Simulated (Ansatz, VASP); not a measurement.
# TiB2 in two plane-wave programs

One calculation is typed for both programs; each brings its own data sets. How far apart do they land? The cell is taken from a series of runs on this material, whose earlier steps may have relaxed, scaled, displaced or heated it; both programs get it as it stands.

Program: Ansatz 0.2.0. Level of theory: plane waves, with VASP 6.6.1 beside it; zone-centre phonons at PBEsol. Results are calculated unless marked as measured.

**1. The starting structure**

It takes space group P6/mmm (No. 191, hexagonal). The conventional cell has a = 3.022 Å, b = 3.022 Å, c = 3.152 Å, α = 90.00°, β = 90.00°, γ = 120.00°. Nearest to B lie 3 B at 1.74 Å and 6 Ti at 2.35 Å. Nearest to Ti lie 12 B at 2.35 Å. Farther neighbours are not listed.

**2. VASP: zone-centre phonons, PBEsol**

Second derivatives magnify differences that forces hide, and they need a tight electronic threshold.

Lines of VASP's logs that name or quote its potential files are left out, and so is its time.

The input, INCAR:

```
SYSTEM = TiB2
PREC = Accurate
ENCUT = 500
EDIFF = 1E-08
NELM = 120
ISMEAR = 1
SIGMA = 0.2
LREAL = .FALSE.
ALGO = Normal
GGA = PS
NBANDS = 15
LASPH = .TRUE.
LORBIT = 11
LWAVE = .FALSE.
LCHARG = .FALSE.
ISIF = 2
IBRION = 8
GGA_COMPAT = .FALSE.
KPAR = 2
```

The input, POSCAR:

```
TiB2
1.0
    3.0219939076      0.0000000000      0.0000000000
   -1.5109969538      2.6171234941      0.0000000000
    0.0000000000      0.0000000000      3.1522660885
B Ti
2 1
Direct
    0.3333333333      0.6666666667      0.5000000000
    0.6666666667      0.3333333333      0.5000000000
    0.0000000000      0.0000000000      0.0000000000
```

The input, KPOINTS:

```
Automatic mesh
0
Gamma
15 15 16
0 0 0
```

PAW data sets: B and Ti_sv (PBE family, release 64).

The run is started by

```console
> mpirun -np 2 vasp_std
```

Numbers of over 12 decimals in the logs are rounded to 6 here.

The log of the run:

```text
[banner, memory and clock lines left out]
running    2 mpi-ranks, on    1 nodes
 distrk:  each k-point on    1 cores,    2 groups
 distr:  one band on    1 cores,    1 groups

 POSCAR found type information on POSCAR B Ti
 POSCAR found :  2 types and       3 ions
|                                                                             |
|               ----> ADVICE to this user running VASP <----                  |
|                                                                             |
|     You enforced a specific xc type in the INCAR file but a different       |
|     [... a line on the potential file left out ...]
|     I HOPE YOU KNOW WHAT YOU ARE DOING!                                     |
|                                                                             |

 LDA part: xc-table for (Slater+PW92), standard interpolation
 POSCAR, INCAR and KPOINTS ok, starting setup
 FFT: planning ... GRIDC
 FFT: planning ... GRID_SOFT
 FFT: planning ... GRID
 WAVECAR not read
 entering main loop
       N       E                     dE             d eps       ncg     rms          rms(c)
DAV:   1     0.119122898085E+03    0.11912E+03   -0.88392E+03  7297   0.133E+03
DAV:   2    -0.233003091282E+02   -0.14242E+03   -0.13785E+03  7654   0.351E+02
DAV:   3    -0.305970364574E+02   -0.72967E+01   -0.72340E+01 10612   0.775E+01
DAV:   4    -0.307706089443E+02   -0.17357E+00   -0.17346E+00  8899   0.109E+01
DAV:   5    -0.307757209365E+02   -0.51120E-02   -0.51117E-02 10856   0.150E+00    0.178E+01
DAV:   6    -0.257700124270E+02    0.50057E+01   -0.20204E+01 10126   0.523E+01    0.394E+00
DAV:   7    -0.257857567100E+02   -0.15744E-01   -0.11038E+00  7710   0.119E+01    0.360E+00
DAV:   8    -0.257894811346E+02   -0.37244E-02   -0.84377E-02 11930   0.246E+00    0.674E-01
DAV:   9    -0.257880503839E+02    0.14308E-02   -0.26838E-02  9060   0.222E+00    0.188E-01
DAV:  10    -0.257879034283E+02    0.14696E-03   -0.32875E-03  9143   0.760E-01    0.123E-01
DAV:  11    -0.257878050561E+02    0.98372E-04   -0.21659E-04  9793   0.160E-01    0.612E-02
DAV:  12    -0.257877862804E+02    0.18776E-04   -0.72844E-05  9096   0.104E-01    0.150E-02
DAV:  13    -0.257877863159E+02   -0.35495E-07   -0.48711E-06  8831   0.212E-02    0.331E-03
DAV:  14    -0.257877862298E+02    0.86038E-07   -0.84426E-07 11047   0.100E-02    0.734E-04
DAV:  15    -0.257877862337E+02   -0.38892E-08   -0.31285E-08  7504   0.234E-03
   1 F= -.25787786E+02 E0= -.25787826E+02  d E =0.120208E-03
 Linear response reoptimize wavefunctions to high precision
DAV:   1    -0.257877862646E+02   -0.30871E-07   -0.43494E-09  8783   0.487E-04
DAV:   2    -0.257877862646E+02    0.47748E-11   -0.84046E-11  4170   0.897E-05
 Linear response DOF=           4
 Linear response progress:
  Degree of freedom:   1/  4
       N       E                     dE             d eps       ncg     rms          rms(c)
RMM:   1    -0.503140448563E-01   -0.50314E-01   -0.26506E-02 70252   0.144E+00
RMM:   2    -0.448042682284E-01    0.55098E-02   -0.29647E-03 58917   0.373E-01    0.166E-01
RMM:   3    -0.446311004025E-01    0.17317E-03   -0.11237E-03 59526   0.190E-01    0.820E-02
RMM:   4    -0.451924236717E-01   -0.56132E-03   -0.78978E-04 59365   0.145E-01    0.906E-03
RMM:   5    -0.451851438613E-01    0.72798E-05   -0.14659E-04 72114   0.546E-02    0.333E-03
RMM:   6    -0.452084601335E-01   -0.23316E-04   -0.31635E-05 74818   0.230E-02    0.142E-03
RMM:   7    -0.452015367605E-01    0.69234E-05   -0.60892E-06 73098   0.965E-03    0.443E-04
RMM:   8    -0.452069216578E-01   -0.53849E-05   -0.10947E-06 74591   0.468E-03    0.230E-04
RMM:   9    -0.452055090768E-01    0.14126E-05   -0.57124E-07 75021   0.228E-03    0.648E-05
RMM:  10    -0.452055177246E-01   -0.86478E-08   -0.26771E-07 75912   0.114E-03    0.198E-05
RMM:  11    -0.452056502988E-01   -0.13257E-06   -0.87895E-08 75633   0.584E-04    0.144E-05
RMM:  12    -0.452056574747E-01   -0.71758E-08    0.57795E-08 75167   0.319E-04    0.121E-05
 first order change of Fermi-energy   0.59656E-04
 force on displaced ion       1 direction 1 : -19.941  -0.001   0.000
 Linear response progress:
  Degree of freedom:   2/  4
       N       E                     dE             d eps       ncg     rms          rms(c)
RMM:   1    -0.461720387522E-01   -0.46172E-01    0.10425E-02 23423   0.176E+00
RMM:   2    -0.442658272763E-01    0.19062E-02   -0.24610E-03 21742   0.353E-01    0.126E-01
RMM:   3    -0.442255778170E-01    0.40249E-04   -0.10251E-03 22217   0.185E-01    0.616E-02
RMM:   4    -0.446658311040E-01   -0.44025E-03   -0.54074E-04 22698   0.128E-01    0.121E-02
RMM:   5    -0.447129175289E-01   -0.47086E-04   -0.11937E-04 25846   0.544E-02    0.353E-03
RMM:   6    -0.447398147188E-01   -0.26897E-04   -0.22874E-05 26737   0.240E-02    0.138E-03
RMM:   7    -0.447284389063E-01    0.11376E-04   -0.53502E-06 26218   0.110E-02    0.547E-04
RMM:   8    -0.447311449261E-01   -0.27060E-05   -0.67986E-06 26835   0.549E-03    0.157E-04
RMM:   9    -0.447311409355E-01    0.39906E-08   -0.12343E-06 26970   0.268E-03    0.123E-04
RMM:  10    -0.447310622064E-01    0.78729E-07   -0.11160E-06 26277   0.139E-03    0.996E-05
RMM:  11    -0.447315268907E-01   -0.46468E-06   -0.76839E-07 26344   0.724E-04    0.474E-05
RMM:  12    -0.447314985928E-01    0.28298E-07   -0.45659E-07 27469   0.383E-04    0.124E-05
RMM:  13    -0.447314708648E-01    0.27728E-07   -0.31745E-07 27065   0.205E-04    0.140E-05
RMM:  14    -0.447314593219E-01    0.11543E-07   -0.15881E-07 26160   0.115E-04    0.147E-05
RMM:  15    -0.447314560226E-01    0.32993E-08   -0.95984E-08 27459   0.605E-05    0.976E-06
 first order change of Fermi-energy  -0.29393E-03
 force on displaced ion       1 direction 3 :   0.000   0.000 -10.427
 Linear response progress:
  Degree of freedom:   3/  4
       N       E                     dE             d eps       ncg     rms          rms(c)
RMM:   1    -0.696926915488E+00   -0.69693E+00    0.46132E+00 17486   0.135E+02
RMM:   2    -0.657785307656E+00    0.39142E-01   -0.33193E-01 29024   0.516E+00    0.184E-01
RMM:   3    -0.656058244584E+00    0.17271E-02   -0.22251E-02 34209   0.124E+00    0.820E-02
RMM:   4    -0.655827780236E+00    0.23046E-03   -0.12756E-02 38478   0.568E-01    0.187E-02
RMM:   5    -0.656677706396E+00   -0.84993E-03   -0.11809E-03 39387   0.195E-01    0.973E-03
RMM:   6    -0.656997324894E+00   -0.31962E-03   -0.29935E-04 40706   0.847E-02    0.450E-03
RMM:   7    -0.657187240377E+00   -0.18992E-03   -0.72241E-05 39624   0.389E-02    0.101E-03
RMM:   8    -0.657230294426E+00   -0.43054E-04   -0.22280E-05 41677   0.174E-02    0.234E-04
RMM:   9    -0.657233814482E+00   -0.35201E-05   -0.12872E-05 42379   0.911E-03    0.189E-04
RMM:  10    -0.657237853697E+00   -0.40392E-05   -0.86776E-06 42233   0.481E-03    0.169E-04
RMM:  11    -0.657241574026E+00   -0.37203E-05   -0.68310E-06 41696   0.304E-03    0.130E-04
RMM:  12    -0.657260700954E+00   -0.19127E-04   -0.55741E-06 36563   0.236E-03    0.395E-04
RMM:  13    -0.657246547548E+00    0.14153E-04   -0.38726E-06 37157   0.177E-03    0.287E-05
RMM:  14    -0.657246661005E+00   -0.11346E-06   -0.28113E-06 42215   0.120E-03    0.380E-05
[...]
RMM:  18    -0.657246343337E+00   -0.13482E-06   -0.19199E-06 37702   0.538E-04    0.609E-05
RMM:  19    -0.657248375907E+00   -0.20326E-05   -0.16477E-06 36028   0.510E-04    0.515E-06
RMM:  20    -0.657248416327E+00   -0.40420E-07   -0.13968E-06 40146   0.407E-04    0.557E-06
RMM:  21    -0.657248450956E+00   -0.34629E-07   -0.12074E-06 41146   0.357E-04    0.726E-06
RMM:  22    -0.657248489855E+00   -0.38898E-07   -0.10423E-06 36425   0.317E-04    0.118E-05
RMM:  23    -0.657248545958E+00   -0.56103E-07   -0.91036E-07 35919   0.285E-04    0.116E-05
RMM:  24    -0.657248595420E+00   -0.49462E-07   -0.80196E-07 36003   0.256E-04    0.113E-05
RMM:  25    -0.657248611561E+00   -0.16141E-07   -0.70282E-07 35839   0.230E-04    0.103E-05
 first order change of Fermi-energy   0.41762E-03
 force on displaced ion       3 direction 1 : -15.716   0.000   0.000
 Linear response progress:
  Degree of freedom:   4/  4
       N       E                     dE             d eps       ncg     rms          rms(c)
RMM:   1    -0.788228403007E+00   -0.78823E+00   -0.17436E+00  7517   0.132E+02
RMM:   2    -0.737791702889E+00    0.50437E-01   -0.31067E-01 11965   0.476E+00    0.201E-01
RMM:   3    -0.736788338720E+00    0.10034E-02   -0.23419E-02 13933   0.118E+00    0.914E-02
RMM:   4    -0.737212724671E+00   -0.42439E-03   -0.16533E-02 15312   0.584E-01    0.253E-02
RMM:   5    -0.738156474043E+00   -0.94375E-03   -0.15519E-03 16141   0.194E-01    0.198E-02
RMM:   6    -0.739450250694E+00   -0.12938E-02   -0.30141E-04 14270   0.976E-02    0.989E-03
RMM:   7    -0.739043968769E+00    0.40628E-03   -0.93327E-05 15303   0.421E-02    0.217E-03
RMM:   8    -0.739121529359E+00   -0.77561E-04   -0.26558E-05 16556   0.198E-02    0.599E-04
RMM:   9    -0.739137589750E+00   -0.16060E-04   -0.14698E-05 16968   0.102E-02    0.255E-04
RMM:  10    -0.739140570065E+00   -0.29803E-05   -0.83173E-06 17009   0.592E-03    0.164E-04
RMM:  11    -0.739143432400E+00   -0.28623E-05   -0.70967E-06 16792   0.367E-03    0.119E-04
RMM:  12    -0.739144633195E+00   -0.12008E-05   -0.53592E-06 17443   0.256E-03    0.122E-04
RMM:  13    -0.739139287221E+00    0.53460E-05   -0.40246E-06 15789   0.203E-03    0.297E-04
RMM:  14    -0.739148813381E+00   -0.95262E-05   -0.34605E-06 14715   0.174E-03    0.504E-05
RMM:  15    -0.739149709566E+00   -0.89619E-06   -0.23840E-06 16738   0.128E-03    0.316E-05
RMM:  16    -0.739149828769E+00   -0.11920E-06   -0.25198E-06 17861   0.104E-03    0.369E-05
RMM:  17    -0.739149851190E+00   -0.22422E-07   -0.20168E-06 17157   0.868E-04    0.440E-05
RMM:  18    -0.739150412659E+00   -0.56147E-06   -0.17934E-06 15325   0.758E-04    0.379E-05
 first order change of Fermi-energy   0.22681E-02
 force on displaced ion       3 direction 3 :   0.000  -0.000 -16.083
 Linear response finished
```

OUTCAR, selected parts (step 2):

```text
ion  position               nearest neighbor table
   1  0.333  0.667  0.500-   2 1.74   2 1.74   2 1.74   3 2.35   3 2.35   3 2.35   3 2.35   3 2.35
                             3 2.35
   2  0.667  0.333  0.500-   1 1.74   1 1.74   1 1.74   3 2.35   3 2.35   3 2.35   3 2.35   3 2.35
                             3 2.35
   3  0.000  0.000  0.000-   1 2.35   2 2.35   1 2.35   2 2.35   2 2.35   2 2.35   1 2.35   1 2.35
                             2 2.35   2 2.35   1 2.35   1 2.35

  LATTYP: Found a hexagonal cell.
 ALAT       =     3.0219939076
 C/A-ratio  =     1.0431080223

 Subroutine GETGRP returns: Found 24 space group operations
 (whereof 24 operations were pure point group operations)

The static configuration has the point symmetry D_6h.

 Found    243 irreducible k-points:

   k-points           NKPTS =    243   k-points in BZ     NKDIM =    243   number of bands    NBANDS=     15

   dimension x,y,z NGX =    24 NGY =   24 NGZ =   24
   dimension x,y,z NGXF=    48 NGYF=   48 NGZF=   48

   ENCUT  =  500.0 eV  36.75 Ry    6.06 a.u.   5.51  5.51  5.75*2*pi/ulx,y,z

   NELECT =      18.0000    total number of electrons

 k-points in reciprocal lattice and weights: Automatic mesh
   0.00000000  0.00000000  0.00000000       0.000
   0.06666667  0.00000000  0.00000000       0.002
   0.13333333  0.00000000  0.00000000       0.002
   0.20000000  0.00000000  0.00000000       0.002
   0.26666667  0.00000000  0.00000000       0.002
   0.33333333  0.00000000  0.00000000       0.002
   0.40000000  0.00000000  0.00000000       0.002
   0.46666667  0.00000000  0.00000000       0.002
   0.06666667  0.06666667  0.00000000       0.002
[...]
0.33333333  0.26666667  0.50000000       0.003
   0.33333333  0.33333333  0.50000000       0.001

 average (electrostatic) potential at core
       1 -22.1053       2 -22.1053       3 -70.2971

  Total        0.0672972      0.0672972      0.7519861      0.0000000     -0.0000000      0.0000000
  in kB        4.3248062      4.3248062     48.3258747      0.0000000     -0.0000000      0.0000000
  external PRESSURE =      18.9918291 kB  Pullay stress =       0.0000000 kB

  energy-cutoff  :      500.00
  volume of cell :       24.93
      direct lattice vectors                 reciprocal lattice vectors
     3.021993908  0.000000000  0.000000000     0.330907351  0.191049448  0.000000000
    -1.510996954  2.617123494  0.000000000     0.000000000  0.382098897  0.000000000
     0.000000000  0.000000000  3.152266088     0.000000000  0.000000000  0.317232103

 POSITION                                       TOTAL-FORCE (eV/Angst)
 -----------------------------------------------------------------------------------
     -0.00000      1.74475      1.57613         0.000000      0.000000     -0.000000
      1.51100      0.87237      1.57613         0.000000      0.000000      0.000000
      0.00000      0.00000      0.00000        -0.000000      0.000000      0.000000
 -----------------------------------------------------------------------------------
    total drift:                               -0.000000      0.000000      0.000000

 Eigenvectors and eigenvalues of the dynamical matrix
 ----------------------------------------------------

   1 f  =   26.909281 THz   169.076001 2PiTHz  897.597010 cm-1   111.287796 meV
             X         Y         Z           dx          dy          dz
     -0.000000  1.744749  1.576133    -0.000004   -0.707107    0.000000
      1.510997  0.872374  1.576133     0.000004    0.707107   -0.000000
      0.000000  0.000000  0.000000    -0.000000   -0.000000    0.000000

   2 f  =   26.909281 THz   169.076001 2PiTHz  897.597010 cm-1   111.287796 meV
             X         Y         Z           dx          dy          dz
     -0.000000  1.744749  1.576133    -0.707107    0.000004    0.000000
      1.510997  0.872374  1.576133     0.707107   -0.000004   -0.000000
      0.000000  0.000000  0.000000     0.000000    0.000000    0.000000

   3 f  =   17.015277 THz   106.910136 2PiTHz  567.568534 cm-1    70.369498 meV
             X         Y         Z           dx          dy          dz
     -0.000000  1.744749  1.576133    -0.000000    0.000000   -0.707107
      1.510997  0.872374  1.576133    -0.000000    0.000000    0.707107
      0.000000  0.000000  0.000000     0.000000   -0.000000    0.000000

   4 f  =   16.248351 THz   102.091398 2PiTHz  541.986637 cm-1    67.197748 meV
             X         Y         Z           dx          dy          dz
     -0.000000  1.744749  1.576133    -0.000000   -0.000000   -0.586957
      1.510997  0.872374  1.576133    -0.000000   -0.000000   -0.586957
      0.000000  0.000000  0.000000     0.000000    0.000000    0.557640

   5 f  =   16.053823 THz   100.869142 2PiTHz  535.497879 cm-1    66.393245 meV
             X         Y         Z           dx          dy          dz
     -0.000000  1.744749  1.576133    -0.000000   -0.586829    0.000000
      1.510997  0.872374  1.576133    -0.000000   -0.586829    0.000000
      0.000000  0.000000  0.000000     0.000000    0.557910   -0.000000

   6 f  =   16.053823 THz   100.869142 2PiTHz  535.497879 cm-1    66.393245 meV
             X         Y         Z           dx          dy          dz
     -0.000000  1.744749  1.576133    -0.586829    0.000000    0.000000
      1.510997  0.872374  1.576133    -0.586829    0.000000   -0.000000
      0.000000  0.000000  0.000000     0.557910   -0.000000    0.000000

   7 f/i=    0.002388 THz     0.015001 2PiTHz    0.079639 cm-1     0.009874 meV
             X         Y         Z           dx          dy          dz
     -0.000000  1.744749  1.576133     0.000000   -0.000000    0.394311
      1.510997  0.872374  1.576133     0.000000   -0.000000    0.394311
      0.000000  0.000000  0.000000     0.000000   -0.000000    0.830083

   8 f/i=    0.002862 THz     0.017980 2PiTHz    0.095452 cm-1     0.011835 meV
             X         Y         Z           dx          dy          dz
     -0.000000  1.744749  1.576133    -0.357292    0.167256    0.000000
      1.510997  0.872374  1.576133    -0.357292    0.167256    0.000000
      0.000000  0.000000  0.000000    -0.751623    0.351850    0.000000

   9 f/i=    0.002862 THz     0.017980 2PiTHz    0.095452 cm-1     0.011835 meV
             X         Y         Z           dx          dy          dz
     -0.000000  1.744749  1.576133     0.167256    0.357292    0.000000
      1.510997  0.872374  1.576133     0.167256    0.357292    0.000000
      0.000000  0.000000  0.000000     0.351850    0.751623    0.000000

 ELASTIC MODULI CONTR FROM IONIC RELAXATION (kBar)
 Direction    XX          YY          ZZ          XY          YZ          ZX
 --------------------------------------------------------------------------------
 XX         -45.1871     45.1871      0.0000     -0.0000      0.0000      0.0000
 YY          45.1871    -45.1871      0.0000      0.0000     -0.0000      0.0000
 ZZ           0.0000      0.0000      0.0000      0.0000      0.0000      0.0000
 XY          -0.0000      0.0000      0.0000    -45.1871     -0.0000      0.0000
 YZ           0.0000     -0.0000      0.0000     -0.0000     -0.0000      0.0000
 ZX           0.0000      0.0000      0.0000      0.0000      0.0000      0.0000
 --------------------------------------------------------------------------------
```

[end of part 1 of 2]

[Lines on the potential files, build, host, timing and source positions are cut from VASP's logs without a mark.]

[Logs are printed without paths, hosts, clocks, repeated set-up lines and the standing remarks that a program may print on its own settings, such as how far it seeks lower states.]

[Hosts, paths, dates, database ids (printed as entryN), source tags and the programs' standing remarks are cut or masked in the printed files.]
